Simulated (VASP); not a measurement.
A convergence study with VASP on KBr (rock salt): one setting is varied, all else stays as given below, so the limit is that of these other settings.

```yaml
crystal:
  lattice:
    - [0.00000, 3.30000, 3.30000]
    - [3.30000, 0.00000, 3.30000]
    - [3.30000, 3.30000, 0.00000]
  atoms:
    - { symbol: K, position: [0.00000, 0.00000, 0.00000] }
    - { symbol: Br, position: [0.50000, 0.50000, 0.50000] }
```

Computed with PBE GGA, VASP's PBE PAW potentials (set 64) (plane waves; VASP). The tightest run used: 550 eV cut-off, 16×16×16 Γ-centred mesh, Gaussian smearing of 0.050 eV, potentials K_sv Br.

The settings run are 1×1×1 mesh; 2×2×2 mesh; 3×3×3 mesh; 4×4×4 mesh; 5×5×5 mesh; 6×6×6 mesh; 7×7×7 mesh; 8×8×8 mesh; 9×9×9 mesh; 10×10×10 mesh; 11×11×11 mesh; 12×12×12 mesh; 13×13×13 mesh; 14×14×14 mesh; 15×15×15 mesh; 16×16×16 mesh. From which on does the stress (every component) stay within 0.2 GPa of the tightest run?

From 3×3×3 mesh on: it is off by 0.04 there and by no more than 0.2 in any finer run, while 2×2×2 mesh is off by 0.53.
| setting | E (eV/atom) | pressure (GPa) | irreducible k-points | difference judged (GPa) |
|---|---|---|---|---|
| 1×1×1 mesh | -1.4971 | 12.98 | 1 | 12.22 |
| 2×2×2 mesh | -3.0550 | 1.29 | 3 | 0.53 |
| 3×3×3 mesh | -3.1048 | 0.79 | 4 | 0.04 |
| 4×4×4 mesh | -3.1073 | 0.76 | 8 | 0.00 |
| 5×5×5 mesh | -3.1075 | 0.76 | 10 | 0.00 |
| 6×6×6 mesh | -3.1076 | 0.76 | 16 | 0.00 |
| 7×7×7 mesh | -3.1076 | 0.76 | 20 | 0.00 |
| 8×8×8 mesh | -3.1076 | 0.76 | 29 | 0.00 |
| 9×9×9 mesh | -3.1076 | 0.76 | 35 | 0.00 |
| 10×10×10 mesh | -3.1076 | 0.76 | 47 | 0.00 |
| 11×11×11 mesh | -3.1076 | 0.76 | 56 | 0.00 |
| 12×12×12 mesh | -3.1076 | 0.76 | 72 | 0.00 |
| 13×13×13 mesh | -3.1076 | 0.76 | 84 | 0.00 |
| 14×14×14 mesh | -3.1076 | 0.76 | 104 | 0.00 |
| 15×15×15 mesh | -3.1076 | 0.76 | 120 | 0.00 |
| 16×16×16 mesh | -3.1076 | 0.76 | 145 | 0.00 |

Left out are rungs that failed or repeat a setting and relaxations that didn't move; long series are thinned to 24 rows.

The compound is KBr in the rock salt structure. The cell was not relaxed at this level.
